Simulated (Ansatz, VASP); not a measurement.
## VW2C3: VASP beside Ansatz

```
W V C
1.0
    -1.52449    2.16193    4.58503
     1.52449   -2.16193    4.58503
     1.52449    2.16193   -4.58503
W V C
2 1 3
Cartesian
  0.0000 2.1619 3.0630
  1.5245 0.0000 1.5221
  0.0000 2.1619 0.0000
  0.0000 0.0000 3.1090
  0.0000 0.0000 6.0611
  0.0000 0.0000 0.0000
```

The cell comes from a database or a generator and needn't be the stable form of this composition.

Alike in both runs: task single point; functional LDA; k mesh 8 × 8 × 8; occupations fermi-dirac, width 0.05 eV; collinear spin, ferromagnetic start.

|  | VASP | Ansatz |
| --- | --- | --- |
| version | VASP 6.6.1 | Ansatz 0.2.0 |
| potentials or method | VASP PAW LDA potentials, release 64 (W_sv, V_sv, C) | Ansatz PAW |
| plane-wave cutoff (eV) | 520 | 420 |
| valence electrons in the cell | 53 | 53 |

```tsv
	VASP	Ansatz	Ansatz less VASP
gap on the k mesh at the Fermi level (eV)	none	none	-
pressure (GPa)	-14.5	-16.2	-1.76
largest component of the traceless stress (GPa)	0.08	0.08	-0.002
rms of the force components (eV/Å)	0.010	0.020	+0.0100
net moment per atom (μB)	0.00	0.00	0.000
```

Atom by atom the forces differ by 0.012 eV/Å (rms over components). A gap of «none» marks a metal or a gap that the smearing closes.

Caveats: the pressure holds a Pulay correction of +0.4 GPa for the finite cutoff (Ansatz); the PAW data sets come from PBE, with cores solved anew for the run's functional, which leaves a small shift of forces and pressure (Ansatz); the starting moments weren't kept (Ansatz). Spin-orbit coupling is left out, which matters for the levels of W.
